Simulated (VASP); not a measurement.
Method: PBE GGA, VASP's PBE PAW potentials (set 64) (plane waves; VASP).

A VASP calculation is set up with these files.

INCAR:
```
ALGO = Normal
EDIFF = 1E-7
ENCUT = 520
GGA = PE
ISIF = 2
ISMEAR = -5
LASPH = .TRUE.
LCHARG = .TRUE.
LMAXMIX = 4
LORBIT = 11
LREAL = .FALSE.
LWAVE = .FALSE.
NEDOS = 601
NELM = 100
PREC = Accurate
SYSTEM = Sr
```

### KPOINTS
```
Automatic mesh
0
Gamma
  9 9 9
0 0 0
```

File POSCAR:
```
Sr
1.0
  0.0000000000   3.0097048105   3.0097048105
  3.0097048105   0.0000000000   3.0097048105
  3.0097048105   3.0097048105   0.0000000000
Sr
1
Direct
  0.0000000000   0.0000000000   0.0000000000
```

POTCAR, in this order: Sr_sv (PBE.64 set). Program: vasp_std.

The resulting files:

File OSZICAR:
```
       N       E                     dE             d eps       ncg     rms          rms(c)
DAV:   1     0.398086278503E+02    0.39809E+02   -0.49774E+03   630   0.968E+02
DAV:   2     0.359181786118E-01   -0.39773E+02   -0.39439E+02   713   0.169E+02
DAV:   3    -0.156281923568E+01   -0.15987E+01   -0.15956E+01   928   0.292E+01
DAV:   4    -0.163406043613E+01   -0.71241E-01   -0.71228E-01   986   0.517E+00
DAV:   5    -0.163439916891E+01   -0.33873E-03   -0.33852E-03   923   0.336E-01    0.110E+01
DAV:   6    -0.163510844871E+01   -0.70928E-03   -0.63762E-03   826   0.111E+00    0.624E+00
DAV:   7    -0.163560447258E+01   -0.49602E-03   -0.11242E-02   749   0.146E+00    0.289E-01
DAV:   8    -0.163559184327E+01    0.12629E-04   -0.16043E-03   955   0.256E-01    0.118E-01
DAV:   9    -0.163561085587E+01   -0.19013E-04   -0.24242E-05   809   0.553E-02    0.337E-02
DAV:  10    -0.163562337341E+01   -0.12518E-04   -0.81058E-06   798   0.284E-02    0.292E-02
DAV:  11    -0.163562278639E+01    0.58702E-06   -0.43586E-07   854   0.656E-03    0.954E-03
DAV:  12    -0.163562223427E+01    0.55212E-06   -0.17787E-07   752   0.336E-03    0.335E-03
DAV:  13    -0.163562228286E+01   -0.48588E-07   -0.83922E-09   377   0.949E-04
   1 F= -.16356223E+01 E0= -.16356223E+01  d E =0.000000E+00
```

**OUTCAR**
```
------------------------ aborting loop because EDIFF is reached ----------------------------------------
  FORCE on cell =-STRESS in cart. coord.  units (eV):
  Direction    XX          YY          ZZ          XY          YZ          ZX
  --------------------------------------------------------------------------------------
  Total       -0.0013561     -0.0013561     -0.0013561     -0.0000000     -0.0000000      0.0000000
  in kB       -0.0398463     -0.0398463     -0.0398463     -0.0000000     -0.0000000      0.0000000
  external PRESSURE =      -0.0398463 kB  Pullay stress =       0.0000000 kB
  volume of cell :       54.53
      direct lattice vectors                 reciprocal lattice vectors
     0.000000000  3.009704811  3.009704811    -0.166129249  0.166129249  0.166129249
     3.009704811  0.000000000  3.009704811     0.166129249 -0.166129249  0.166129249
     3.009704811  3.009704811  0.000000000     0.166129249  0.166129249 -0.166129249
 POSITION                                       TOTAL-FORCE (eV/Angst)
 -----------------------------------------------------------------------------------
      0.00000      0.00000      0.00000        -0.000000     -0.000000     -0.000000
 -----------------------------------------------------------------------------------
    total drift:                                0.000000      0.000000      0.000000
  FREE ENERGIE OF THE ION-ELECTRON SYSTEM (eV)
  ---------------------------------------------------
  free  energy   TOTEN  =        -1.6356222829 eV

  energy  without entropy=       -1.6356222829  energy(sigma->0) =       -1.63562228

 total charge

# of ion       s       p       d       tot
------------------------------------------
    1        2.065   5.712   0.136   7.913
```
(Selected blocks of OUTCAR.)

The compound is Sr in the fcc structure. It was relaxed first.
